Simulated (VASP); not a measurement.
# Be3ZnTe4 (I-42m) in VASP: elastic constants with PBE

Aim: the elastic constants of Be3ZnTe4 with PBE.

All numbers are computed with VASP 6.6.1; they aren't measurements. Logs are shortened: lines on timing, memory, paths and dates and some standing lists are left out, and cuts for length are marked.

## Step 1: The crystal as given

Symmetry: I-42m, No. 121, tetragonal system. The conventional cell has a = 5.801 Å, b = 5.801 Å, c = 11.569 Å, α = 90.00°, β = 90.00°, γ = 90.00°. Be (site symmetry -42m) has 4 Te at 2.45 Å as nearest neighbours. Around Be (site symmetry -4) lie 4 Te at 2.48 Å. Zn (site symmetry -42m) has 4 Te at 2.64 Å as nearest neighbours. Te (site symmetry m) has 3 Be at 2.45 to 2.48 Å and 1 Zn at 2.64 Å as nearest neighbours.

The cell was built by a generator and needn't be a form met in nature.

## Step 2: Elastic constants, PBE

POSCAR reads:

```
Be3ZnTe4
1.0
   -2.9004200000      2.9004200000      5.7844800000
    2.9004200000     -2.9004200000      5.7844800000
    2.9004200000      2.9004200000     -5.7844800000
Be Zn Te
3 1 4
Direct
    0.5000000000      0.5000000000      0.0000000000
    0.7500000000      0.2500000000      0.5000000000
    0.2500000000      0.7500000000      0.5000000000
    0.0000000000      0.0000000000      0.0000000000
    0.1336510000      0.1336510000      0.5282340000
    0.6054180000      0.6054180000      0.4717660000
    0.8663490000      0.3945820000      0.0000000000
    0.3945820000      0.8663490000      0.0000000000
```

INCAR.step1 reads:

```
SYSTEM = Be3ZnTe4
  ALGO = Normal
  EDIFF = 1E-8
  EDIFFG = -0.002
  ENCUT = 520
  GGA = PE
  IBRION = 2
  ISIF = 3
  ISMEAR = 0
  KPAR = 8
  LASPH = .True.
  LCHARG = .False.
  LREAL = .False.
  LWAVE = .False.
  NELM = 80
  NSW = 40
  PREC = Accurate
  SIGMA = 0.03
```

INCAR.step2 reads:

```
SYSTEM = Be3ZnTe4
  ALGO = Normal
  EDIFF = 1E-8
  ENCUT = 520
  GGA = PE
  IBRION = 6
  ISIF = 3
  ISMEAR = 0
  KPAR = 8
  LASPH = .True.
  LCHARG = .False.
  LREAL = .False.
  LWAVE = .False.
  NELM = 80
  NFREE = 2
  NSW = 1
  POTIM = 0.015
  PREC = Accurate
  SIGMA = 0.03
```

KPOINTS reads:

```
k-points
0
Gamma
  4 4 4
  0 0 0
```

Potentials or basis: VASP PAW PBE potentials, release 64 (Be, Zn, Te).

Command:

```console
> cat potpaw_PBE.64/Be/POTCAR potpaw_PBE.64/Zn/POTCAR potpaw_PBE.64/Te/POTCAR > POTCAR
> cp INCAR.step1 INCAR
> mpirun -np 8 vasp_std > vasp.out
> cp CONTCAR POSCAR
> cp INCAR.step2 INCAR
> mpirun -np 8 vasp_std > vasp.out
```

OUTCAR:

```text
SYSTEM = Be3ZnTe4
   EDIFF = 1E-8
   ENCUT = 520
   GGA = PE
   IBRION = 6
   ISIF = 3
   ISMEAR = 0
   LASPH = .True.
   LREAL = .False.
   NELM = 80
   NFREE = 2
   NSW = 1
   POTIM = 0.015
   PREC = Accurate

 ion  position               nearest neighbor table
   1  0.500  0.500  0.000-   6 2.45   7 2.45   8 2.45   5 2.45
   2  0.750  0.250  0.500-   5 2.48   7 2.48   8 2.48   6 2.48
   3  0.250  0.750  0.500-   5 2.48   8 2.48   7 2.48   6 2.48
   4  0.000  0.000  0.000-   7 2.64   8 2.64   6 2.64   5 2.64
   5  0.134  0.134  0.528-   1 2.45   2 2.48   3 2.48   4 2.64
   6  0.605  0.605  0.472-   1 2.45   2 2.48   3 2.48   4 2.64
   7  0.866  0.395  0.000-   1 2.45   3 2.48   2 2.48   4 2.64
   8  0.395  0.866  0.000-   1 2.45   2 2.48   3 2.48   4 2.64

  LATTYP: Found a body centered tetragonal cell.
 ALAT       =     5.8004959688
 C/A-ratio  =     1.9941720792

  Lattice vectors:

 A1 = (  -2.9002479844,   2.9002479844,   5.7835935532)
 A2 = (   2.9002479844,  -2.9002479844,   5.7835935532)
 A3 = (   2.9002479844,   2.9002479844,  -5.7835935532)

Analysis of symmetry for initial positions (statically):
=====================================================================
 Subroutine PRICEL returns:
 Original cell was already a primitive cell.

 Routine SETGRP: Setting up the symmetry group for a
 body centered tetragonal supercell.

 Subroutine GETGRP returns: Found  8 space group operations
 (whereof  8 operations were pure point group operations)
 out of a pool of 16 trial point group operations.

The static configuration has the point symmetry D_2d.

Analysis of symmetry for dynamics (positions and initial velocities):
=====================================================================
 Subroutine PRICEL returns:
 Original cell was already a primitive cell.

 Routine SETGRP: Setting up the symmetry group for a
 body centered tetragonal supercell.

 Subroutine GETGRP returns: Found  8 space group operations
 (whereof  8 operations were pure point group operations)
 out of a pool of 16 trial point group operations.

The dynamic configuration has the point symmetry D_2d.

 Subroutine INISYM returns: Found  8 space group operations
 (whereof  8 operations are pure point group operations),
 and found     1 'primitive' translations

----------------------------------------------------------------------------------------

                                     Primitive cell

  volume of cell :     194.5934

  direct lattice vectors                    reciprocal lattice vectors
    -2.900247984  2.900247984  5.783593553     0.000000000  0.172399051  0.086451442
     2.900247984 -2.900247984  5.783593553     0.172399051  0.000000000  0.086451442
     2.900247984  2.900247984 -5.783593553     0.172399051  0.172399051  0.000000000

  length of vectors
     7.090333640  7.090333640  7.090333640     0.192860790  0.192860790  0.243809076

  position of ions in fractional coordinates (direct lattice)
     0.500000000  0.500000000  0.000000000
     0.750000000  0.250000000  0.500000000
     0.250000000  0.750000000  0.500000000
     0.000000000  0.000000000  0.000000000
     0.133632953  0.133632953  0.528212020
     0.605421933  0.605421933  0.471787980
     0.866367047  0.394578067  0.000000000
     0.394578067  0.866367047  0.000000000

  ion indices of the primitive-cell ions
   primitive index   ion index
                 1           1
                 2           2
                 3           3
                 4           4
[... 118 lines left out ...]

  FORCE on cell =-STRESS in cart. coord.  units (eV):
  Direction    XX          YY          ZZ          XY          YZ          ZX
  --------------------------------------------------------------------------------------
  -------------------------------------------------------------------------------------
  Total        0.0059584      0.0059584     -0.0039543      0.0000000     -0.0000000      0.0000000
  in kB        0.0490586      0.0490586     -0.0325572      0.0000000     -0.0000000      0.0000000
  external PRESSURE =       0.0218533 kB  Pullay stress =       0.0000000 kB
[... 107 lines left out ...]
  FREE ENERGIE OF THE ION-ELECTRON SYSTEM (eV)
  ---------------------------------------------------
  free  energy   TOTEN  =       -27.9477550882 eV

  energy  without entropy=      -27.9477550882  energy(sigma->0) =      -27.94775509

 E-fermi :   4.6019     XC(G=0):  -9.0176

 val. band max:        4.4750050840   @ k =   0.0000   0.0000   0.0000
 cond. band min:       6.4998894328   @ k =  -0.2500  -0.2500   0.2500
 fundamental gap:      2.0248843488
 Fermi energy:         4.6018750551

 k-point     1 :       0.0000    0.0000    0.0000
  band No.  band energies     occupation
      1      -7.6245      2.00000
      2      -5.9781      2.00000
      3      -5.9781      2.00000
      4      -5.9637      2.00000
      5      -2.2426      2.00000
      6      -2.2398      2.00000
[... 366 lines left out ...]
     25       6.9915      0.00000
     26       7.4188      0.00000

[... ionic steps 4 to 26 ...]

--------------------------------------- Ionic step       27  -------------------------------------------

 number of electron      41.9999987 magnetization

------------------------ aborting loop because EDIFF is reached ----------------------------------------
[... 79 lines left out ...]
--------------------------------------- Ionic step       29  -------------------------------------------

 number of electron      41.9999987 magnetization

 Free energy of the ion-electron system (eV)
  ---------------------------------------------------
  ext. energy  EPLUGINS =         0.00000000
  ---------------------------------------------------
  free energy    TOTEN  =       -27.95888132 eV

  energy without entropy =      -27.95888132  energy(sigma->0) =      -27.95888132

 E-fermi :   4.5060     XC(G=0):  -8.9548

 val. band max:        4.3482625452   @ k =   0.0000   0.0000   0.0000
 cond. band min:       6.3317771062   @ k =   0.5000   0.5000   0.5000
 fundamental gap:      1.9835145610
 Fermi energy:         4.5060436189

 k-point     1 :       0.0000    0.0000    0.0000
  band No.  band energies     occupation
      1      -7.6899      2.00000
      2      -6.1066      2.00000
      3      -6.0785      2.00000
      4      -6.0775      2.00000
      5      -2.3485      2.00000
      6      -2.3470      2.00000
[... 720 lines left out ...]
  FREE ENERGIE OF THE ION-ELECTRON SYSTEM (eV)
  ---------------------------------------------------
  free  energy   TOTEN  =       -27.9588813225 eV

  energy  without entropy=      -27.9588813225  energy(sigma->0) =      -27.95888132

 INTERNAL STRAIN TENSORS FROM STRAINED CELLS
 ============================================

 INTERNAL STRAIN TENSOR FOR ION    1 for displacements in x,y,z  (eV/Angst):
          X           Y           Z          XY          YZ          ZX
  --------------------------------------------------------------------------------
  x     0.00000    -0.00000    -0.00000     0.00000    -4.19853     0.00000
  y    -0.00000     0.00000     0.00000    -0.00000     0.00000    -4.19764
  z    -0.00000    -0.00000     0.00000    -4.29268     0.00000     0.00000

 INTERNAL STRAIN TENSORS FROM DISPLACED ATOMS
 ============================================

 INTERNAL STRAIN TENSOR FOR ION    1 for displacements in x,y,z  (eV/Angst):
          X           Y           Z          XY          YZ          ZX
  --------------------------------------------------------------------------------
  x     0.00000     0.00000     0.00000     0.00000    -4.21554     0.00000
  y     0.00000     0.00000     0.00000     0.00000     0.00000    -4.21554
  z     0.00000     0.00000     0.00000    -4.31023     0.00000     0.00000

 INTERNAL STRAIN TENSOR FOR ION    8 for displacements in x,y,z  (eV/Angst):
          X           Y           Z          XY          YZ          ZX
  --------------------------------------------------------------------------------
  x     0.33669     0.10893     0.54418    -0.15375     4.20770    -0.38953
  y    -0.10893    -0.33669    -0.54418     0.15375    -0.38953     4.20771
  z    -0.29436    -0.29436    -0.41569     4.19995    -0.53311     0.53310

 Eigenvectors and eigenvalues of the dynamical matrix
 ----------------------------------------------------

   1 f  =   14.720809 THz    92.493570 2PiTHz  491.033327 cm-1    60.880346 meV
             X         Y         Z           dx          dy          dz
      0.000000  0.000000  5.783594    -0.000000    0.000000   -0.651960
      0.000000  2.900248  2.891797    -0.000000   -0.000000    0.531471
      2.900248  0.000000  2.891797     0.000000    0.000000    0.531471
      0.000000  0.000000  0.000000     0.000000   -0.000000   -0.069500
      1.531946  1.531946 -1.509206     0.023223    0.023223   -0.014842
      1.368302  1.368302  4.274399    -0.023223   -0.023223   -0.014842
     -1.368305  1.368305  7.292794    -0.023223    0.023223   -0.014842
      1.368305 -1.368305  7.292794     0.023223   -0.023223   -0.014842
[... 243 lines left out ...]
  24 f/i=    0.012395 THz     0.077877 2PiTHz    0.413436 cm-1     0.051260 meV
             X         Y         Z           dx          dy          dz
      0.000000  0.000000  5.783594    -0.000000   -0.000000   -0.121574
      0.000000  2.900248  2.891797    -0.000000   -0.000000   -0.122100
      2.900248  0.000000  2.891797    -0.000000   -0.000000   -0.122100
      0.000000  0.000000  0.000000    -0.000000   -0.000000   -0.332325
      1.531946  1.531946 -1.509206     0.000762    0.000762   -0.459608
      1.368302  1.368302  4.274399    -0.000762   -0.000762   -0.459608
     -1.368305  1.368305  7.292794    -0.000762    0.000762   -0.459608
      1.368305 -1.368305  7.292794     0.000762   -0.000762   -0.459608

--------------------------------------------------------------------------------------------------------

 ELASTIC MODULI CONTR FROM IONIC RELAXATION (kBar)
 Direction    XX          YY          ZZ          XY          YZ          ZX
 --------------------------------------------------------------------------------
 XX          -1.4788      0.1783     -1.3062     -0.0000      0.0000      0.0000
 YY           0.1783     -1.4788     -1.3062     -0.0000     -0.0000      0.0000
 ZZ          -1.3062     -1.3062     -2.7893     -0.0000     -0.0000      0.0000
 XY           0.0000     -0.0000      0.0000   -105.3721      0.0000     -0.0000
 YZ          -0.0000     -0.0000     -0.0000      0.0000   -108.1366      0.0000
 ZX           0.0000      0.0000      0.0000     -0.0000      0.0000   -108.1367
 --------------------------------------------------------------------------------

 TOTAL ELASTIC MODULI (kBar)
 Direction    XX          YY          ZZ          XY          YZ          ZX
 --------------------------------------------------------------------------------
 XX         864.9988    366.0414    363.7349     -0.0000      0.0000      0.0000
 YY         366.0414    864.9988    363.7349     -0.0000     -0.0000      0.0000
 ZZ         363.7349    363.7349    853.8616     -0.0000     -0.0000      0.0000
 XY           0.0000     -0.0000      0.0000    431.9165      0.0000     -0.0000
 YZ          -0.0000     -0.0000     -0.0000      0.0000    427.2800      0.0000
 ZX           0.0000      0.0000      0.0000     -0.0000      0.0000    427.2799
 --------------------------------------------------------------------------------
```

Wall time 9.4 min (8 MPI ranks of AMD EPYC 9R45 (Zen 5), shared host); peak memory 0.61 GiB.

Results:

```yaml
Elastic_constants_C11_C12_C44: 86, 37, 43 GPa
Voigt_bulk_modulus: 53 GPa
Highest_phonon_frequency_at_Γ_LO-TO_splitting_left_out: 491 cm⁻¹
```

Phonon frequencies in cm⁻¹ (negative: imaginary):
```csv
q point,frequencies
"(0.000, 0.000, 0.000)",0 0 0 80 80 96 108 108 116 130 137 150 181 181 189 378 400 400 428 428 438 445 445 491
```

Elastic tensor in Voigt notation (GPa, in the Cartesian axes of the cell as first typed):
```
86 37 36  0  0  0
37 86 36  0  0  0
36 36 85  0  0  0
 0  0  0 43  0  0
 0  0  0  0 43  0
 0  0  0  0  0 43
```

Clamped-ion elastic tensor (GPa):
```
87 37 37  0  0  0
37 87 37  0  0  0
37 37 86  0  0  0
 0  0  0 54  0  0
 0  0  0  0 54  0
 0  0  0  0  0 54
```

Caveat: the k mesh is coarse (spacing up to 0.38 Å⁻¹), so the values aren't converged. Spin-orbit coupling is left out, which matters for the levels of Te.
